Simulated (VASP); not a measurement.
Method: revPBE GGA, VASP's PBE PAW potentials (set 64) (plane waves; VASP).

VASP input:

**KPOINTS**
```
K-points
0
gamma
13 13 9
0 0 0
```

### INCAR
```
ISMEAR=1   ! Methfessel-Paxton
ISIF=4   ! ions and shape, fixed volume
EDIFF=1E-7   ! SCF stop (eV)
ALGO=Normal   ! blocked Davidson
ENCUT=520   ! plane-wave cut-off (eV)
LASPH=.TRUE.   ! aspherical one-centre terms
EDIFFG=-0.01
IBRION=2   ! conjugate gradients
GGA=RE   ! revPBE
NELM=100
LREAL=.FALSE.
LMAXMIX=4   ! l cut-off of mixed one-centre charges
SYSTEM=TiAl
LCHARG=.FALSE.
PREC=Accurate
SIGMA=0.1   ! width (eV)
LWAVE=.FALSE.
NSW=30
```

**POSCAR**
```
TiAl
1
    2.8703189696     0.0000000000     0.0000000000
    0.0000000000     2.8703189696     0.0000000000
    0.0000000000     0.0000000000     4.1273445110
Ti Al
1 1
Direct
  0.0000000000   0.0000000000   0.0000000000
  0.5000000000   0.5000000000   0.5000000000
```

POTCAR, in this order: Ti_sv Al (PBE.64 set). Program: vasp_std.

Output of the run:

File OSZICAR:
```
       N       E                     dE             d eps       ncg     rms          rms(c)
DAV:   1     0.883157072667E+02    0.88316E+02   -0.75256E+03  3080   0.138E+03
DAV:   2    -0.753943813855E+01   -0.95855E+02   -0.93316E+02  3119   0.329E+02
DAV:   3    -0.132898793007E+02   -0.57504E+01   -0.54773E+01  4900   0.783E+01
DAV:   4    -0.134927916746E+02   -0.20291E+00   -0.20054E+00  3979   0.127E+01
DAV:   5    -0.135014509134E+02   -0.86592E-02   -0.86515E-02  4451   0.236E+00    0.932E+00
DAV:   6    -0.120551477999E+02    0.14463E+01   -0.13887E+01  3860   0.392E+01    0.367E+00
DAV:   7    -0.118736788989E+02    0.18147E+00   -0.15147E+00  3626   0.127E+01    0.182E+00
DAV:   8    -0.118629866250E+02    0.10692E-01   -0.18334E-01  3517   0.500E+00    0.572E-01
DAV:   9    -0.118599850236E+02    0.30016E-02   -0.33969E-02  3655   0.243E+00    0.224E-01
DAV:  10    -0.118602493827E+02   -0.26436E-03   -0.17526E-03  3846   0.506E-01    0.604E-02
DAV:  11    -0.118602054479E+02    0.43935E-04   -0.50723E-04  3911   0.246E-01    0.460E-02
DAV:  12    -0.118602122699E+02   -0.68221E-05   -0.29357E-05  3699   0.653E-02    0.140E-02
DAV:  13    -0.118602122033E+02    0.66599E-07   -0.19338E-06  4286   0.136E-02    0.813E-03
DAV:  14    -0.118602125342E+02   -0.33088E-06   -0.60348E-07  3397   0.988E-03    0.218E-03
DAV:  15    -0.118602126100E+02   -0.75774E-07   -0.10388E-07  1921   0.359E-03
   1 F= -.11860213E+02 E0= -.11860143E+02  d E =-.118602E+02
```

### OUTCAR
```
------------------------ aborting loop because EDIFF is reached ----------------------------------------
  FORCE on cell =-STRESS in cart. coord.  units (eV):
  Direction    XX          YY          ZZ          XY          YZ          ZX
  --------------------------------------------------------------------------------------
  Total       -0.6466708     -0.6466708     -0.6491672      0.0000000      0.0000000      0.0000000
  in kB      -30.4693215    -30.4693215    -30.5869468      0.0000000      0.0000000      0.0000000
  external PRESSURE =     -30.5085300 kB  Pullay stress =       0.0000000 kB
  volume of cell :       34.00
      direct lattice vectors                 reciprocal lattice vectors
     2.870318970  0.000000000  0.000000000     0.348393336  0.000000000  0.000000000
     0.000000000  2.870318970  0.000000000     0.000000000  0.348393336  0.000000000
     0.000000000  0.000000000  4.127344511     0.000000000  0.000000000  0.242286535
 POSITION                                       TOTAL-FORCE (eV/Angst)
 -----------------------------------------------------------------------------------
      0.00000      0.00000      0.00000         0.000000      0.000000      0.000000
      1.43516      1.43516      2.06367         0.000000      0.000000      0.000000
 -----------------------------------------------------------------------------------
    total drift:                                0.000000      0.000000      0.000000
  FREE ENERGIE OF THE ION-ELECTRON SYSTEM (eV)
  ---------------------------------------------------
  free  energy   TOTEN  =       -11.8602126100 eV

  energy  without entropy=      -11.8600041039  energy(sigma->0) =      -11.86014311

 reached required accuracy - stopping structural energy minimisation
```
(Selected blocks of OUTCAR.)

The compound is TiAl in the L1_0 structure. This cell is one point of a volume scan, at 1.03 of the reference volume. The electron count is odd and the run is not spin-polarised, which forces a metal.
